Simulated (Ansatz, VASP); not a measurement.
AlSn in VASP and in Ansatz

INCAR

```
SYSTEM = AlSn
PREC = Accurate ; ENCUT = 520
EDIFF = 1E-8 ; ISMEAR = -1
SIGMA = 0.05 ; LREAL = .False.
LASPH = .True. ; NELM = 80
ALGO = Normal ; ISIF = 2
LWAVE = .False. ; LCHARG = .False.
GGA = PS ; LEFG = .True.
NBANDS = 16
```

Contents of KPOINTS:

```
regular mesh
0
Gamma
  11 11 12
  0 0 0
```

File POSCAR:

```
AlSn
1.0
    4.2259084499      0.0000000000      0.0000000000
   -2.1129542249      3.6597440716      0.0000000000
    0.0000000000      0.0000000000      3.3287472872
Al Sn
1 1
Direct
    0.0000000000      0.0000000000      0.0000000000
    0.3333333333      0.6666666667      0.5000000000
```

Input for Ansatz:

```yaml
crystal:
  lattice:
    - [4.2259084499, 0.0, 0.0]
    - [-2.1129542249, 3.6597440716, 0.0]
    - [0.0, 0.0, 3.3287472872]
  atoms:
    - { symbol: Al, position: [0.0, 0.0, 0.0] }
    - { symbol: Sn, position: [0.3333333333, 0.6666666667, 0.5] }
kpoints:
  mp_grid: { grid: [11, 11, 12] }
scf:
  occupations: { method: fermi_dirac, width: 0.05 }
hamiltonian:
  xc: pbesol
  pseudopotentials: { kind: paw }
output:
  forces: true
  stress: true
  eigenvalues: true
  efg: { contact_densities: true }
```

Change from the starting cell: volume scaled by 1.02, PAW files.

Alike in both runs: task electric field gradients; functional PBEsol; k mesh 11 × 11 × 12; occupations fermi-dirac, width 0.05 eV; no spin polarisation.

|  | VASP | Ansatz |
| --- | --- | --- |
| version | VASP 6.6.1 | Ansatz 0.2.0 |
| potentials or method | VASP PAW PBE potentials, release 64 (Al, Sn_d) | PAW with Ansatz's default frozen-core files, scalar-relativistic |
| plane-wave cutoff (eV) | 520 | 420 |
| valence electrons in the cell | 17 | 17 |

```csv
,VASP,Ansatz,Ansatz less VASP
pressure (GPa),-2.9,-2.9,+0.03
largest component of the traceless stress (GPa),0.97,0.96,-0.007
Vzz of the field gradient on the site that differs most (V/Å²),68.2,71.0,+2.88
```

With one functional, cell and mesh, what is left measures potentials, basis and numerics. Ansatz warned: «gradients_without_spin_orbit».

Caveats: the PAW data sets were made with another functional, which shifts forces and pressure a little (VASP).
